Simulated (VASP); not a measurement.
OSZICAR of a VASP run on TaAs (relaxed from the WC structure, space group P-6m2):

**OSZICAR**
```
       N       E                     dE             d eps       ncg     rms          rms(c)
DAV:   1     0.272655097571E+02    0.27266E+02   -0.77051E+03   960   0.106E+03
DAV:   2    -0.660204560681E+02   -0.93286E+02   -0.88865E+02  1180   0.266E+02
DAV:   3    -0.689344464938E+02   -0.29140E+01   -0.28664E+01  1224   0.436E+01
DAV:   4    -0.689725799327E+02   -0.38133E-01   -0.38086E-01  1092   0.504E+00
DAV:   5    -0.689731989902E+02   -0.61906E-03   -0.61892E-03  1228   0.542E-01    0.139E+01
DAV:   6    -0.643590155877E+02    0.46142E+01   -0.34388E+00  1088   0.195E+01    0.494E+00
DAV:   7    -0.643098269557E+02    0.49189E-01   -0.27617E-01  1152   0.460E+00    0.213E+00
DAV:   8    -0.643628201188E+02   -0.52993E-01   -0.28084E-01  1016   0.533E+00    0.480E-01
DAV:   9    -0.644328949158E+02   -0.70075E-01   -0.99158E-02  1000   0.312E+00    0.269E-01
DAV:  10    -0.644368384642E+02   -0.39435E-02   -0.38814E-03  1136   0.561E-01    0.239E-01
DAV:  11    -0.644359349415E+02    0.90352E-03   -0.61257E-03  1048   0.683E-01    0.131E-01
DAV:  12    -0.644368252583E+02   -0.89032E-03   -0.38324E-03   984   0.541E-01    0.970E-02
DAV:  13    -0.644374998672E+02   -0.67461E-03   -0.50459E-04  1040   0.217E-01    0.507E-02
DAV:  14    -0.644376122336E+02   -0.11237E-03   -0.17035E-04  1132   0.123E-01    0.196E-02
DAV:  15    -0.644376071690E+02    0.50645E-05   -0.10244E-05  1052   0.346E-02    0.439E-03
DAV:  16    -0.644376119408E+02   -0.47717E-05   -0.15014E-06   608   0.135E-02    0.259E-03
DAV:  17    -0.644376110793E+02    0.86152E-06   -0.21400E-07   492   0.530E-03
   1 F= -.64437611E+02 E0= -.64437163E+02  d E =-.644376E+02
       N       E                     dE             d eps       ncg     rms          rms(c)
DAV:   1    -0.665605375404E+02   -0.21229E+01   -0.77147E+01  1000   0.104E+02    0.148E+01
DAV:   2    -0.645757816817E+02    0.19848E+01   -0.33519E+00   980   0.222E+01    0.524E+00
DAV:   3    -0.642073871430E+02    0.36839E+00   -0.11607E+00  1116   0.124E+01    0.176E+00
DAV:   4    -0.640290564408E+02    0.17833E+00   -0.54165E-01  1044   0.625E+00    0.991E-01
DAV:   5    -0.641969587401E+02   -0.16790E+00   -0.19322E-01  1004   0.431E+00    0.529E-01
DAV:   6    -0.641959521016E+02    0.10066E-02   -0.18009E-02  1104   0.138E+00    0.301E-01
DAV:   7    -0.641996813210E+02   -0.37292E-02   -0.50823E-03   988   0.833E-01    0.111E-01
DAV:   8    -0.641998804341E+02   -0.19911E-03   -0.29282E-03  1000   0.540E-01    0.665E-02
DAV:   9    -0.642005561593E+02   -0.67573E-03   -0.63390E-04   964   0.312E-01    0.137E-02
DAV:  10    -0.642006235331E+02   -0.67374E-04   -0.55668E-05  1068   0.930E-02    0.497E-03
DAV:  11    -0.642006257097E+02   -0.21765E-05   -0.40675E-06  1044   0.270E-02    0.325E-03
DAV:  12    -0.642006256301E+02    0.79522E-07   -0.17456E-06   672   0.191E-02
   2 F= -.64200626E+02 E0= -.64200235E+02  d E =0.236985E+00
       N       E                     dE             d eps       ncg     rms          rms(c)
DAV:   1    -0.655457106675E+02   -0.13451E+01   -0.36335E+01  1016   0.795E+01    0.954E+00
DAV:   2    -0.646342584762E+02    0.91145E+00   -0.18700E+00  1000   0.146E+01    0.304E+00
DAV:   3    -0.645415727182E+02    0.92686E-01   -0.30843E-01  1140   0.575E+00    0.830E-01
DAV:   4    -0.644742973813E+02    0.67275E-01   -0.15029E-01  1084   0.336E+00    0.454E-01
DAV:   5    -0.645113723732E+02   -0.37075E-01   -0.87917E-02  1000   0.304E+00    0.353E-01
DAV:   6    -0.645278384388E+02   -0.16466E-01   -0.95201E-03   992   0.838E-01    0.979E-02
DAV:   7    -0.645295432336E+02   -0.17048E-02   -0.10366E-03  1124   0.335E-01    0.475E-02
DAV:   8    -0.645300558098E+02   -0.51258E-03   -0.59121E-04  1016   0.261E-01    0.186E-02
DAV:   9    -0.645301882968E+02   -0.13249E-03   -0.14102E-04   964   0.139E-01    0.647E-03
DAV:  10    -0.645301866637E+02    0.16331E-05   -0.83058E-06  1124   0.325E-02    0.358E-03
DAV:  11    -0.645301944791E+02   -0.78154E-05   -0.14887E-06   724   0.134E-02    0.126E-03
DAV:  12    -0.645301876308E+02    0.68483E-05   -0.90160E-07   500   0.120E-02    0.398E-04
DAV:  13    -0.645301910279E+02   -0.33971E-05   -0.13299E-07   480   0.386E-03    0.285E-04
DAV:  14    -0.645301907055E+02    0.32244E-06   -0.10236E-08   480   0.105E-03
   3 F= -.64530191E+02 E0= -.64529760E+02  d E =-.925796E-01
       N       E                     dE             d eps       ncg     rms          rms(c)
DAV:   1    -0.645306203716E+02   -0.42934E-03   -0.10383E-02  1004   0.127E+00    0.158E-01
DAV:   2    -0.645303478593E+02    0.27251E-03   -0.48882E-04   988   0.243E-01    0.519E-02
DAV:   3    -0.645303195289E+02    0.28330E-04   -0.11533E-04  1136   0.113E-01    0.146E-02
DAV:   4    -0.645302958662E+02    0.23663E-04   -0.58796E-05  1068   0.653E-02    0.795E-03
DAV:   5    -0.645303202826E+02   -0.24416E-04   -0.22811E-05   996   0.474E-02    0.661E-03
DAV:   6    -0.645303217815E+02   -0.14989E-05   -0.13427E-06   668   0.109E-02    0.184E-03
DAV:   7    -0.645303226119E+02   -0.83049E-06   -0.39334E-07   480   0.618E-03
   4 F= -.64530323E+02 E0= -.64529893E+02  d E =-.927115E-01
       N       E                     dE             d eps       ncg     rms          rms(c)
DAV:   1    -0.645617689563E+02   -0.31447E-01   -0.15081E+00   964   0.112E+01    0.780E-01
DAV:   2    -0.645417288242E+02    0.20040E-01   -0.26160E-02  1120   0.151E+00    0.426E-01
DAV:   3    -0.645386503152E+02    0.30785E-02   -0.14970E-02  1128   0.108E+00    0.155E-01
DAV:   4    -0.645401201785E+02   -0.14699E-02   -0.16234E-03  1116   0.411E-01    0.116E-01
DAV:   5    -0.645391703109E+02    0.94987E-03   -0.14224E-03  1036   0.397E-01    0.482E-02
DAV:   6    -0.645401998063E+02   -0.10295E-02   -0.91867E-04  1028   0.324E-01    0.139E-02
DAV:   7    -0.645402310222E+02   -0.31216E-04   -0.50420E-05  1032   0.717E-02    0.893E-03
DAV:   8    -0.645402308024E+02    0.21976E-06   -0.12887E-06   904   0.109E-02
   5 F= -.64540231E+02 E0= -.64539803E+02  d E =-.990819E-02
       N       E                     dE             d eps       ncg     rms          rms(c)
DAV:   1    -0.645406944474E+02   -0.46343E-03   -0.24074E-02   964   0.142E+00    0.993E-02
DAV:   2    -0.645403755264E+02    0.31892E-03   -0.41916E-04  1112   0.193E-01    0.528E-02
DAV:   3    -0.645403459300E+02    0.29596E-04   -0.21492E-04  1128   0.133E-01    0.190E-02
DAV:   4    -0.645403606727E+02   -0.14743E-04   -0.24571E-05  1104   0.520E-02    0.137E-02
DAV:   5    -0.645403580882E+02    0.25845E-05   -0.18265E-05  1032   0.462E-02    0.586E-03
DAV:   6    -0.645403635841E+02   -0.54959E-05   -0.12213E-05  1000   0.387E-02    0.195E-03
DAV:   7    -0.645403652420E+02   -0.16579E-05   -0.78845E-07   552   0.968E-03    0.767E-04
DAV:   8    -0.645403651596E+02    0.82407E-07   -0.57123E-08   480   0.244E-03
   6 F= -.64540365E+02 E0= -.64539896E+02  d E =-.100425E-01
```

Question: Which electronic solver shows in the log?

Answer: It is blocked Davidson (ALGO = Normal, or the opening steps of other solvers). The INCAR had ALGO = Normal.

Question: Can the final energy be trusted as converged?

Answer: Self-consistency was reached. It stopped with EDIFF = 1E-6, NELM = 100, NSW = 60 and EDIFFG = -0.01 after 6 ionic steps (r2SCAN meta-GGA, plane waves, VASP's PBE PAW potentials (set 64)). Energy and stress use the plane-wave basis of the starting cell.

The structure was generated: TaAs was put into the WC type (P-6m2), which need not be its known phase. This run relaxes it. Symmetry was kept, so distortions that lower it aren't found.
